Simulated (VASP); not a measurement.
**What goes wrong when the gap of Ga2O3 is computed with a bad input**

Some runs for the gap of Ga2O3 get a fault in the input on purpose. Which of them show, and how? The starting structure is a measured crystal structure from the Crystallography Open Database. The atoms were first relaxed with LDA in that cell, in a run that isn't shown, and the relaxed structure is the one below.

Calculated with VASP 6.6.1; Kohn-Sham DFT with plane waves and PAW; LDA.

## 1. Starting point

It takes space group C2/m (No. 12, monoclinic). Conventional cell: a = 12.214 Å, b = 3.037 Å, c = 5.798 Å, α = 90.00°, β = 103.83°, γ = 90.00°. Nearest to Ga lie 6 O at 1.93 to 2.07 Å. Nearest to Ga lie 4 O at 1.83 to 1.87 Å. O has 3 Ga at 1.84 to 1.93 Å nearest. O has 4 Ga at 1.87 to 2.07 Å nearest. Nearest to O lie 3 Ga at 1.83 to 1.94 Å. Farther neighbours and most contacts between anions are not listed.

Structure file:

```xyz
10
Lattice="0.0000 3.0371 0.0000 -1.3860 0.0000 5.6300 6.1070 -1.5186 0.0000" Properties=species:S:1:pos:R:3 pbc="T T T"
Ga    3.2193    0.0000    3.8591
Ga    1.5017    1.5185    1.7709
Ga    4.7154    1.5185    1.1554
Ga    0.0056    0.0000    4.4747
O    -0.9840    1.5186    4.1853
O     5.7051    0.0000    1.4447
O     3.3826    1.5186    2.4617
O     1.3384    0.0000    3.1683
O     2.8646    1.5186    5.0123
O     1.8564    0.0000    0.6178
```

## 2. Reference bands

INCAR

```
SYSTEM = Ga2O3
PREC = Accurate
ENCUT = 460
EDIFF = 1E-06
NELM = 100
ISMEAR = 0
SIGMA = 0.03
LREAL = .FALSE.
ALGO = Normal
GGA = CA
NBANDS = 68
LORBIT = 11
LWAVE = .FALSE.
LCHARG = .FALSE.
KPAR = 16
LASPH = .TRUE.
```

POSCAR

```
Ga2O3
1.0
    0.0000000000      3.0371000000      0.0000000000
   -1.3859888959      0.0000000000      5.6300087380
    6.1070000000     -1.5185500000      0.0000000000
Ga O
4 6
Direct
    0.3413603849      0.6854510071      0.6827207697
    0.6586396151      0.3145489929      0.3172792303
    0.9093497896      0.2052141539      0.8186995792
    0.0906502104      0.7947858461      0.1813004208
    0.5037887308      0.7433860536      0.0075774615
    0.4962112692      0.2566139464      0.9924225385
    0.8265626630      0.4372419755      0.6531253260
    0.1734373370      0.5627580245      0.3468746740
    0.8355588976      0.8902747405      0.6711177952
    0.1644411024      0.1097252595      0.3288822048
```

KPOINTS

```
Automatic mesh
0
Gamma
8 4 8
0 0 0
```

KPOINTS_OPT

```
Line mode
8
Line-mode
Reciprocal
  0.50000000   0.00000000   0.00000000 X
  0.00000000   0.00000000   0.00000000 GAMMA

  0.00000000   0.00000000   0.00000000 GAMMA
  0.00000000  -0.50000000   0.00000000 Y

  0.50000000  -0.50000000   0.00000000 L
  0.00000000   0.00000000   0.00000000 GAMMA

  0.00000000   0.00000000   0.00000000 GAMMA
  0.00000000   0.50000000  -0.50000000 Z

  0.50000000   0.50000000  -0.50000000 N
  0.00000000   0.00000000   0.00000000 GAMMA

  0.00000000   0.00000000   0.00000000 GAMMA
  0.00000000   0.00000000  -0.50000000 M

  0.50000000   0.00000000  -0.50000000 R
  0.00000000   0.00000000   0.00000000 GAMMA
```

The projector-augmented-wave data sets are Ga_d and O (LDA family, release 64).

Run with:

```console
> mpirun -np 16 vasp_std
```

Log:

```text
[banner, memory and clock lines left out]
running   16 mpi-ranks, on    1 nodes
 distrk:  each k-point on    1 cores,   16 groups
 distr:  one band on    1 cores,    1 groups

 POSCAR found type information on POSCAR GaO
 POSCAR found :  2 types and      10 ions
|                                                                             |
|           W    W    AA    RRRRR   N    N  II  N    N   GGGG   !!!           |
|           W    W   A  A   R    R  NN   N  II  NN   N  G    G  !!!           |
|           W    W  A    A  R    R  N N  N  II  N N  N  G       !!!           |
|           W WW W  AAAAAA  RRRRR   N  N N  II  N  N N  G  GGG   !            |
|           WW  WW  A    A  R   R   N   NN  II  N   NN  G    G                |
|           W    W  A    A  R    R  N    N  II  N    N   GGGG   !!!           |
|                                                                             |
|     For optimal performance we recommend to set                             |
|       NCORE = 2 up to number-of-cores-per-socket                            |
|     NCORE specifies how many cores store one orbital (NPAR=cpu/NCORE).      |
|     This setting can greatly improve the performance of VASP for DFT.       |
|     The default, NCORE=1 might be grossly inefficient on modern             |
|     multi-core architectures or massively parallel machines. Do your        |
|     Unfortunately you need to use the default for GW and RPA                |
|     calculations (for HF NCORE is supported but not extensively tested      |
|     yet).                                                                   |
|                                                                             |

 LDA part: xc-table for (Slater(with rela. corr.)+CA(PZ))
 , standard interpolation
 POSCAR, INCAR and KPOINTS ok, starting setup
 FFT: planning ... GRIDC
 FFT: planning ... GRID_SOFT
 FFT: planning ... GRID
 WAVECAR not read
 entering main loop
       N       E                     dE             d eps       ncg     rms          rms(c)
DAV:   1     0.106055876877E+04    0.10606E+04   -0.33866E+04 13436   0.220E+03
DAV:   2     0.143112619411E+03   -0.91745E+03   -0.81044E+03 10704   0.616E+02
DAV:   3    -0.628208970812E+02   -0.20593E+03   -0.19803E+03 12420   0.204E+02
DAV:   4    -0.768655357635E+02   -0.14045E+02   -0.13893E+02 11956   0.579E+01
DAV:   5    -0.772840983612E+02   -0.41856E+00   -0.41805E+00 13684   0.107E+01    0.170E+01
DAV:   6    -0.683769434657E+02    0.89072E+01   -0.16060E+01 18344   0.497E+01    0.467E+00
DAV:   7    -0.684014846472E+02   -0.24541E-01   -0.28691E+00 11408   0.851E+00    0.339E+00
DAV:   8    -0.682848992519E+02    0.11659E+00   -0.52440E-01 14784   0.416E+00    0.159E+00
DAV:   9    -0.682419394177E+02    0.42960E-01   -0.10087E-01 14180   0.328E+00    0.218E-01
DAV:  10    -0.682432268487E+02   -0.12874E-02   -0.17729E-02 12348   0.686E-01    0.104E-01
DAV:  11    -0.682432570790E+02   -0.30230E-04   -0.81295E-04 13408   0.266E-01    0.364E-02
DAV:  12    -0.682432504090E+02    0.66700E-05   -0.11923E-04 13920   0.219E-01    0.928E-03
DAV:  13    -0.682432530963E+02   -0.26873E-05   -0.36366E-05 12232   0.356E-02    0.547E-03
DAV:  14    -0.682432532272E+02   -0.13089E-06   -0.19548E-06  7672   0.119E-02
   1 F= -.68243253E+02 E0= -.68243253E+02  d E =-.945368E-16
 Start KPOINTS_OPT (optional k-point list driver)
k-point batch [1-56\56]
       N       E                     dE             ncg
DAV:   1     0.392905318168E+05   -0.31635E+05     9560
DAV:   2    -0.114397655120E+05   -0.50730E+05     7632
DAV:   3    -0.225471439491E+05   -0.11107E+05     9016
DAV:   4    -0.233198397392E+05   -0.77270E+03     8644
DAV:   5    -0.233424082580E+05   -0.22569E+02     9968
DAV:   6    -0.233430975133E+05   -0.68926E+00     8760
DAV:   7    -0.233431323806E+05   -0.34867E-01    11400
DAV:   8    -0.233431325422E+05   -0.16154E-03     8500
DAV:   9    -0.233431325444E+05   -0.22787E-05     6428
DAV:  10    -0.233431325450E+05   -0.52225E-06     5112
```

Elapsed: 2.7 min, on 16 MPI ranks of AMD EPYC 7R43, shared host; peak memory 9.8 GiB; 29 min of CPU time.

Lines that name or quote the potential files are left out of all logs, and their timing lines are given in words.

Parts of OUTCAR (step 2):

```text
ion  position               nearest neighbor table
   1  0.341  0.685  0.683-   5 1.93   9 1.94   9 1.94   8 2.00   7 2.07   7 2.07
   2  0.659  0.315  0.317-   6 1.93  10 1.94  10 1.94   7 2.00   8 2.07   8 2.07
   3  0.909  0.205  0.819-   9 1.83   6 1.84   6 1.84   7 1.87
   4  0.091  0.795  0.181-  10 1.83   5 1.84   5 1.84   8 1.87
   5  0.504  0.743  0.008-   4 1.84   4 1.84   1 1.93
   6  0.496  0.257  0.992-   3 1.84   3 1.84   2 1.93
   7  0.827  0.437  0.653-   3 1.87   2 2.00   1 2.07   1 2.07
   8  0.173  0.563  0.347-   4 1.87   1 2.00   2 2.07   2 2.07
   9  0.836  0.890  0.671-   3 1.83   1 1.94   1 1.94
  10  0.164  0.110  0.329-   4 1.83   2 1.94   2 1.94

  LATTYP: Found a base centered monoclinic cell.
 ALAT       =    12.2140000000
 B/A-ratio  =     0.2486572785
 C/A-ratio  =     0.4747093499
 COS(beta)  =    -0.2390419096

 Subroutine GETGRP returns: Found  4 space group operations
 (whereof  4 operations were pure point group operations)

The static configuration has the point symmetry C_2h.

 Found     78 irreducible k-points:

   k-points           NKPTS =     78   k-points in BZ     NKDIM =     78   number of bands    NBANDS=     68

   dimension x,y,z NGX =    24 NGY =   42 NGZ =   48
   dimension x,y,z NGXF=    48 NGYF=   84 NGZF=   96

   ENCUT  =  460.0 eV  33.81 Ry    5.81 a.u.   5.31 10.14 11.01*2*pi/ulx,y,z

   NELECT =      88.0000    total number of electrons

 k-points in reciprocal lattice and weights: Automatic mesh
   0.00000000  0.00000000  0.00000000       0.004
   0.12500000  0.00000000  0.00000000       0.016
   0.25000000  0.00000000  0.00000000       0.016
   0.37500000  0.00000000  0.00000000       0.016
   0.50000000  0.00000000  0.00000000       0.008
   0.00000000  0.25000000  0.00000000       0.008
   0.12500000  0.25000000  0.00000000       0.016
   0.25000000  0.25000000  0.00000000       0.016
   0.37500000  0.25000000  0.00000000       0.016
[...]
0.00000000  0.25000000  0.50000000       0.008
   0.00000000  0.50000000  0.50000000       0.004

 average (electrostatic) potential at core
       1 -65.4445       2 -65.4445       3 -65.6213       4 -65.6213       5 -71.1412
       6 -71.1412       7 -71.2877       8 -71.2877       9 -70.8498      10 -70.8498

 E-fermi :   3.7885

 k-point     1 :       0.0000    0.0000    0.0000
  band No.  band energies     occupation
    ...
     40       2.9260      2.00000
     41       2.9355      2.00000
     42       3.1351      2.00000
     43       3.3330      2.00000
     44       3.6041      2.00000
     45       5.9532      0.00000
     46       9.1575      0.00000
     47      10.1685      0.00000
     48      10.2549      0.00000
     49      11.2098      0.00000
    ...

 k-point     2 :       0.1250    0.0000    0.0000
  band No.  band energies     occupation
    ...
     40       2.5542      2.00000
     41       2.7180      2.00000
     42       3.0497      2.00000
     43       3.2512      2.00000
     44       3.6020      2.00000
     45       6.7950      0.00000
     46       9.4215      0.00000
     47      10.4728      0.00000
     48      10.7105      0.00000
     49      11.6907      0.00000
    ...

 k-point     3 :       0.2500    0.0000    0.0000
  band No.  band energies     occupation
    ...
     40       2.4358      2.00000
     41       2.5449      2.00000
     42       2.8660      2.00000
     43       3.0943      2.00000
     44       3.5822      2.00000
     45       8.2646      0.00000
     46       9.7330      0.00000
     47      10.4596      0.00000
     48      11.4610      0.00000
     49      11.9010      0.00000
    ...

  Total       -2.0211330     -2.0696912     -2.3377762      0.0000000      0.0000000      0.0643070
  in kB      -31.0105450    -31.7555804    -35.8688490      0.0000000      0.0000000      0.9866717
  external PRESSURE =     -32.8783248 kB  Pullay stress =       0.0000000 kB

  energy-cutoff  :      460.00
  volume of cell :      104.42
      direct lattice vectors                 reciprocal lattice vectors
     0.000000000  3.037100000  0.000000000     0.081873260  0.329261467  0.020155462
    -1.385988896  0.000000000  5.630008738     0.000000000  0.000000000  0.177619618
     6.107000000 -1.518550000  0.000000000     0.163746520  0.000000000  0.040310925

 POSITION                                       TOTAL-FORCE (eV/Angst)
 -----------------------------------------------------------------------------------
      3.21935      0.00000      3.85910         0.002813      0.000000      0.003164
      1.50166      1.51855      1.77091        -0.002813     -0.000000     -0.003164
      4.71537      1.51855      1.15536        -0.001260     -0.000000     -0.013242
      0.00564      0.00000      4.47465         0.001260      0.000000      0.013242
     -0.98405      1.51855      4.18527         0.008286      0.000000     -0.000172
      5.70506     -0.00000      1.44474        -0.008286     -0.000000      0.000172
      3.38262      1.51855      2.46168         0.005315      0.000000     -0.001052
      1.33839      0.00000      3.16833        -0.005315     -0.000000      0.001052
      2.86461      1.51855      5.01225         0.002922     -0.000000      0.002745
      1.85641     -0.00000      0.61775        -0.002922      0.000000     -0.002745
 -----------------------------------------------------------------------------------
    total drift:                               -0.000000      0.000000      0.000000

  FREE ENERGIE OF THE ION-ELECTRON SYSTEM (eV)
  ---------------------------------------------------
  free  energy   TOTEN  =       -68.2432532272 eV

  energy  without entropy=      -68.2432532272  energy(sigma->0) =      -68.24325323

 total charge
# of ion       s       p       d       tot
------------------------------------------
    1        0.670   0.747  10.261  11.679
    2        0.670   0.747  10.261  11.679
    3        0.741   0.885  10.279  11.905
    4        0.741   0.885  10.279  11.905
    5        1.545   3.531   0.000   5.076
    6        1.545   3.531   0.000   5.076
    7        1.554   3.491   0.000   5.044
    8        1.554   3.491   0.000   5.044
    9        1.549   3.498   0.000   5.047
   10        1.549   3.498   0.000   5.047
--------------------------------------------------
tot         12.118  24.303  41.081  77.502

[... 3 further parts left out ...]
```

Spin-orbit coupling is off here; it would split degenerate levels. At this level the cell is under a tension of 3.3 GPa, so at these settings it is away from equilibrium.

The reference gap is 2.325 eV.

## 3. Bands with a k mesh far too coarse and no band path

A slip made on purpose: a k mesh far too coarse and no band path. Against step 2 the input has a 1×1×1 mesh and no band path (also changed: NELM, NBANDS, NCORE and KPAR).

INCAR

```
SYSTEM = Ga2O3
PREC = Accurate
ENCUT = 460
EDIFF = 1E-06
NELM = 60
ISMEAR = 0
SIGMA = 0.03
LREAL = .FALSE.
ALGO = Normal
GGA = CA
NBANDS = 54
LORBIT = 11
LWAVE = .FALSE.
LCHARG = .FALSE.
NCORE = 4
LASPH = .TRUE.
```

POSCAR is that of step 2.

KPOINTS

```
Automatic mesh
0
Gamma
1 1 1
0 0 0
```

Run with:

```console
> mpirun -np 16 vasp_std
```

Log:

```text
[banner, memory and clock lines left out]
running   16 mpi-ranks, on    1 nodes
[...]
LDA part: xc-table for (Slater(with rela. corr.)+CA(PZ))
 , standard interpolation
|                                                                             |
|           W    W    AA    RRRRR   N    N  II  N    N   GGGG   !!!           |
|           W    W   A  A   R    R  NN   N  II  NN   N  G    G  !!!           |
|           W    W  A    A  R    R  N N  N  II  N N  N  G       !!!           |
|           W WW W  AAAAAA  RRRRR   N  N N  II  N  N N  G  GGG   !            |
|           WW  WW  A    A  R   R   N   NN  II  N   NN  G    G                |
|           W    W  A    A  R    R  N    N  II  N    N   GGGG   !!!           |
|                                                                             |
|     The number of bands has been changed from the values supplied in        |
|     The orbitals not found in the WAVECAR file will be initialized with     |
|     random numbers, which is usually adequate. For correlated               |
|     calculations, however, you should redo the groundstate calculation.     |
|     I found NBANDS = 54. Now, NBANDS = 56.                                  |
|                                                                             |

 POSCAR, INCAR and KPOINTS ok, starting setup
[...]
entering main loop
       N       E                     dE             d eps       ncg     rms          rms(c)
DAV:   1     0.110505001524E+04    0.11051E+04   -0.37552E+04   144   0.268E+03
DAV:   2     0.137826256033E+03   -0.96722E+03   -0.91134E+03   128   0.738E+02
DAV:   3    -0.539535093814E+02   -0.19178E+03   -0.18733E+03   128   0.231E+02
DAV:   4    -0.684416847806E+02   -0.14488E+02   -0.14316E+02   136   0.690E+01
[...]
DAV:  12    -0.557194197842E+02   -0.19134E-04   -0.21824E-04   136   0.199E-01    0.106E-02
DAV:  13    -0.557194258409E+02   -0.60566E-05   -0.56445E-05   176   0.509E-02    0.592E-03
DAV:  14    -0.557194261134E+02   -0.27254E-06   -0.34393E-06   104   0.239E-02
   1 F= -.55719426E+02 E0= -.55719426E+02  d E =-.162891E-20
```

It took 7.2 s on 16 MPI ranks; peak memory 1.2 GiB.

Parts of OUTCAR (step 3):

```text
  Total       -3.9900961     13.4229780      8.4862783      0.0000000      0.0000000     -2.5884076
  in kB      -61.2206383    205.9507510    130.2062326      0.0000000      0.0000000    -39.7143241
  external PRESSURE =      91.6454484 kB  Pullay stress =       0.0000000 kB

 POSITION                                       TOTAL-FORCE (eV/Angst)
 -----------------------------------------------------------------------------------
      3.21935      0.00000      3.85910        -0.013144      0.000000     -0.116927
      1.50166      1.51855      1.77091         0.013144     -0.000000      0.116927
      4.71537      1.51855      1.15536        -0.923006      0.000000     -0.419302
      0.00564      0.00000      4.47465         0.923006      0.000000      0.419302
     -0.98405      1.51855      4.18527        -1.244500     -0.000000     -0.115017
      5.70506     -0.00000      1.44474         1.244500      0.000000      0.115017
      3.38262      1.51855      2.46168        -1.105257      0.000000     -1.029585
      1.33839      0.00000      3.16833         1.105257     -0.000000      1.029585
      2.86461      1.51855      5.01225         0.220864     -0.000000      0.907163
      1.85641     -0.00000      0.61775        -0.220864      0.000000     -0.907163
 -----------------------------------------------------------------------------------
    total drift:                               -0.000000      0.000000      0.000000

  FREE ENERGIE OF THE ION-ELECTRON SYSTEM (eV)
  ---------------------------------------------------
  free  energy   TOTEN  =       -55.7194261134 eV

  energy  without entropy=      -55.7194261134  energy(sigma->0) =      -55.71942611

[... 1 part as in an earlier step ...]

[... 2 further parts left out ...]
[key lines of the parts left out:]
E-fermi :   4.3434
```

With a k mesh far too coarse and no band path the gap is 2.035 eV, -0.290 eV from the reference, read on the mesh alone.

(Part 1 of 2 ends here.)

[Lines on the potential files, build, host, timing and source positions are cut from VASP's logs without a mark.]

[Logs are printed without paths, hosts, clocks, repeated set-up lines and the standing remarks that a program may print on its own settings, such as how far it seeks lower states.]

[Hosts, paths, dates, database ids (printed as entryN), source tags and the programs' standing remarks are cut or masked in the printed files.]
